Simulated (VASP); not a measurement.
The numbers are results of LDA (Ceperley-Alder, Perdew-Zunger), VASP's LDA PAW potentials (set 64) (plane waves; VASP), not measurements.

VASP input:

File POSCAR:
```
Al2O3
1
    4.5159351616    -2.3667186635    -0.0004805300
    4.5159351616     2.3667186635    -0.0004805300
    3.2759973309    -0.0000000000     3.9067721088
Al O
4 6
Direct
  0.8519816038   0.8519816038   0.8519816038
  0.3519816038   0.3519816038   0.3519816038
  0.1480183962   0.1480183962   0.1480183962
  0.6480183962   0.6480183962   0.6480183962
  0.4442415337   0.0557584663   0.7500000000
  0.0557584663   0.7500000000   0.4442415337
  0.5557584663   0.9442415337   0.2500000000
  0.2500000000   0.5557584663   0.9442415337
  0.9442415337   0.2500000000   0.5557584663
  0.7500000000   0.4442415337   0.0557584663
```

KPOINTS:
```
Automatic mesh
0
Gamma
5 5 5
0 0 0
```

### INCAR
```
SYSTEM = Al2O3
PREC = Accurate
ENCUT = 520
EDIFF = 1E-6
NELM = 100
ALGO = Normal
LREAL = .FALSE.
LASPH = .TRUE.
ISMEAR = 0
SIGMA = 0.05
LWAVE = .FALSE.
LCHARG = .FALSE.
IBRION = 2
ISIF = 3
NSW = 60
EDIFFG = -0.02
```

POTCAR, in this order: Al O (LDA.64 set). Program: vasp_std.

Question: Estimate the energy per atom (σ→0), band gap (on the k-mesh).

Answer: 
```
Quantity                                  Result
------------------------  ----------------------
energy per atom (σ→0)     -801.8 kJ/mol of atoms
band gap (on the k-mesh)                 6.40 eV
```

### OSZICAR
```
...
DAV:   6    -0.833153941160E+02    0.82572E+01   -0.36082E+01  1326   0.331E+01    0.635E+00
DAV:   7    -0.831889374960E+02    0.12646E+00   -0.68056E-01  1332   0.470E+00    0.314E+00
DAV:   8    -0.831099948615E+02    0.78943E-01   -0.52001E-02  1362   0.198E+00    0.732E-01
DAV:   9    -0.831045501082E+02    0.54448E-02   -0.86175E-03  1338   0.600E-01    0.269E-01
DAV:  10    -0.831046366442E+02   -0.86536E-04   -0.46304E-04  1368   0.158E-01    0.580E-02
DAV:  11    -0.831046077168E+02    0.28927E-04   -0.18355E-04  1362   0.846E-02    0.278E-02
DAV:  12    -0.831046077393E+02   -0.22471E-07   -0.54971E-06  1368   0.167E-02
   1 F= -.83104608E+02 E0= -.83104608E+02  d E =-.831046E+02
```

The compound is Al2O3 in the corundum structure. It was relaxed first. The start is the result of an earlier pass.
